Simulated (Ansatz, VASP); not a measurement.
# Cross-check of LaTe between VASP and Ansatz, part 2 of 2

One calculation is typed for both programs; each brings its own data sets. How far apart do they land? The cell is taken from a series of runs on this material, whose earlier steps may have relaxed, scaled, displaced or heated it; both programs get it as it stands.

VASP 6.6.1 and Ansatz 0.2.0.

So far: Starting point; Ansatz: relaxation of cell and atoms, PBEsol; VASP: relaxation of cell and atoms, PBEsol; Side by side.

## (5) Ansatz: zone-centre phonons, PBEsol

Level of this step: Ansatz beside VASP: Kohn-Sham DFT, plane waves, PBEsol (Ansatz).

Second derivatives magnify differences that forces hide, and they need a tight electronic threshold.

The cell is taken from a series of runs on this material, whose earlier steps may have relaxed, scaled, displaced or heated it; both programs get it as it stands.

Input file input.yaml:

```yaml
crystal:
  lattice:
    - [0.0, 3.1948516099, 3.1948516099]
    - [3.1948516099, 0.0, 3.1948516099]
    - [3.1948516099, 3.1948516099, 0.0]
  atoms:
    - { symbol: La, position: [0.0, 0.0, 0.0] }
    - { symbol: Te, position: [0.5, 0.5, 0.5] }
kpoints:
  mp_grid: { grid: [12, 12, 12] }
hamiltonian:
  xc: pbesol
  pseudopotentials: { kind: paw, azcp: { folder: soft_1 }, xc_functional: pbe }
scf:
  occupations: { method: methfessel_paxton, width: 0.2 }
output:
  eigenvalues: true
phonons:
  method: dfpt
```

Run with:

```
> ansatz run input.yaml --threads 4 --pin off --max-ram 10240MiB --backend cpu --events-out ev --progress --plain --runs-dir out
```

Numbers of over 12 decimals in the logs are rounded to 6 here.

Log:

```text
[...]
Crystal: 2 atoms, lattice volume = 65.220 Å³
Basis set: ecut = 420 eV, 1243 PW (Γ), exchange–correlation on 64×64×64 points (8 copies of the dense FFT grid, shifted against one another)
Bands: 18, of which v1, the nominal top of the filled ones, is band 14 counted from 1 (13 counted from 0)
Symmetry: 48 space group operations
k-points: 163 of 1728 (irreducible under 8 space group operations, time reversal used)
[...]
k mesh reduced under 8 symmetry operations, with k and −k counted as one. Each operation leaves every solved perturbation unchanged. A smaller set is not used because it would not reduce the number of displacements times k-points to solve
  ASR residual: 1.702e-4 → 0.000e0 eV/Å²; symmetrization residual: 3.086e-5 eV/Å²
  ASR residual per site (eV/Å²): 1.70e-4 9.94e-5
  Γ frequencies (cm⁻¹): 0.00 0.00 0.00 156.45 156.45 156.45
  non-analytic LO–TO correction: not included (Born effective charges unavailable; polar crystals: no LO–TO splitting at Γ)
[key lines of the parts left out:]
SCF converged after 11 iterations
Free energy (F): -13066.278481 eV
Fermi energy:    11.624632 eV
```

## (6) VASP: zone-centre phonons, PBEsol

The same cell, functional, mesh and smearing now go to VASP, with its own data sets.

Input file INCAR:

```
SYSTEM = LaTe
PREC = Accurate
ENCUT = 500
EDIFF = 1E-08
NELM = 200
ISMEAR = 1
SIGMA = 0.2
LREAL = .FALSE.
ALGO = Normal
GGA = PS
NBANDS = 14
LASPH = .TRUE.
LORBIT = 11
LWAVE = .FALSE.
LCHARG = .FALSE.
ISIF = 2
IBRION = 8
GGA_COMPAT = .FALSE.
LMAXMIX = 6
KPAR = 2
```

Input file POSCAR:

```
LaTe
1.0
    0.0000000000      3.1948516099      3.1948516099
    3.1948516099      0.0000000000      3.1948516099
    3.1948516099      3.1948516099      0.0000000000
La Te
1 1
Direct
    0.0000000000      0.0000000000      0.0000000000
    0.5000000000      0.5000000000      0.5000000000
```

Input file KPOINTS:

```
Automatic mesh
0
Gamma
12 12 12
0 0 0
```

The projector-augmented-wave data sets are La and Te (PBE family, release 64).

Run with:

```
> mpirun -np 2 vasp_std
```

Log:

```text
[banner, memory and clock lines left out]
running    2 mpi-ranks, on    1 nodes
[...]
[... a notice as in an earlier step ...]

 LDA part: xc-table for (Slater+PW92), standard interpolation
 POSCAR, INCAR and KPOINTS ok, starting setup
[...]
entering main loop
       N       E                     dE             d eps       ncg     rms          rms(c)
DAV:   1     0.143041204852E+03    0.14304E+03   -0.57202E+03  2024   0.139E+03
DAV:   2     0.247050280055E+01   -0.14057E+03   -0.13427E+03  2672   0.216E+02
DAV:   3    -0.111646223423E+02   -0.13635E+02   -0.13383E+02  2852   0.107E+02
DAV:   4    -0.120925688424E+02   -0.92795E+00   -0.83658E+00  3724   0.204E+01
[...]
DAV:  17    -0.120747584417E+02    0.25914E-07   -0.76313E-08  3652   0.192E-03    0.351E-04
DAV:  18    -0.120747584254E+02    0.16255E-07   -0.36457E-09  2100   0.640E-04    0.116E-04
DAV:  19    -0.120747584211E+02    0.43758E-08   -0.77542E-10  2106   0.341E-04
   1 F= -.12074758E+02 E0= -.12075372E+02  d E =0.184105E-02
[...]
RMM:  32    -0.267744086393E+00    0.23867E-07   -0.17358E-07 11541   0.231E-03    0.433E-05
RMM:  33    -0.267744096873E+00   -0.10480E-07   -0.15668E-07 11512   0.230E-03    0.445E-05
RMM:  34    -0.267744109994E+00   -0.13121E-07   -0.15224E-07 11602   0.230E-03    0.451E-05
 first order change of Fermi-energy  -0.10614E-03
 force on displaced ion       1 direction 1 :  -6.015   0.000   0.000
 Linear response progress:
  Degree of freedom:   2/  2
       N       E                     dE             d eps       ncg     rms          rms(c)
RMM:   1    -0.499596064270E-01   -0.49960E-01    0.38717E-02 11299   0.112E+00
RMM:   2    -0.485285010646E-01    0.14311E-02   -0.55192E-03  8275   0.603E-01    0.632E-02
RMM:   3    -0.489188064733E-01   -0.39031E-03   -0.18720E-03 10514   0.176E-01    0.537E-02
RMM:   4    -0.490822624696E-01   -0.16346E-03   -0.38053E-04 10794   0.769E-02    0.342E-02
[...]
RMM:  19    -0.493453882155E-01    0.30284E-07   -0.11479E-07 11096   0.768E-04    0.134E-06
RMM:  20    -0.493454012088E-01   -0.12993E-07   -0.10493E-07 11256   0.761E-04    0.146E-06
RMM:  21    -0.493454026109E-01   -0.14021E-08   -0.66821E-08 11020   0.756E-04    0.161E-06
 first order change of Fermi-energy   0.89130E-04
 force on displaced ion       2 direction 1 :  -5.983   0.000   0.000
 Linear response finished
```

Parts of OUTCAR (step 6):

```text
  Total       -0.0126644     -0.0126644     -0.0126644      0.0000000     -0.0000000     -0.0000000
  in kB       -0.3111088     -0.3111088     -0.3111088      0.0000000     -0.0000000     -0.0000000
  external PRESSURE =      -0.3111088 kB  Pullay stress =       0.0000000 kB

 POSITION                                       TOTAL-FORCE (eV/Angst)
 -----------------------------------------------------------------------------------
      0.00000      0.00000      0.00000        -0.000000      0.000000      0.000000
      3.19485      3.19485      3.19485         0.000000     -0.000000     -0.000000
 -----------------------------------------------------------------------------------
    total drift:                                0.000000      0.000000      0.000000

[... 1 part as in an earlier step ...]

[... 1 further part left out ...]
```

## (7) Differences

What differs besides the data sets and the points named for the pairs above, as far as they apply: the data sets hold 27 valence electrons in Ansatz (on its PAW soft_1 files) and 17 in VASP. Total energies have different zeros and are not compared.

Compared:

```csv
quantity,Ansatz,VASP,difference
optical mode 1 to 3 (cm⁻¹),156.4,156.6,-0.10 %
```

Modes are paired by rising frequency, not by their patterns, so a pair may set unlike modes beside each other; they are those without the splitting of longitudinal modes.

## (8) Outcome

```
difference in volume (relaxation of cell and atoms, PBEsol)                                                          : 0.051 %
r.m.s. difference of the optical zone-centre modes, each program's sorted by frequency (zone-centre phonons, PBEsol) : 0.16 cm⁻¹
```

What this shows: The difference in volume is 0.051 % (relaxation of cell and atoms, PBEsol), within the 1.2 % picked in this series as the mark of a large difference, as far as the stopping tolerances let one tell. The data sets hold unlike numbers of valence electrons (27 in Ansatz and 17 in VASP), so part of the differences comes from the potentials. How closely two codes agree says nothing of how well the functional describes the real material.

[Lines on the potential files, build, host, timing and source positions are cut from VASP's logs without a mark.]

[Logs are printed without paths, hosts, clocks, repeated set-up lines and the standing remarks that a program may print on its own settings, such as how far it seeks lower states.]

[Hosts, paths, dates, database ids (printed as entryN), source tags and the programs' standing remarks are cut or masked in the printed files.]
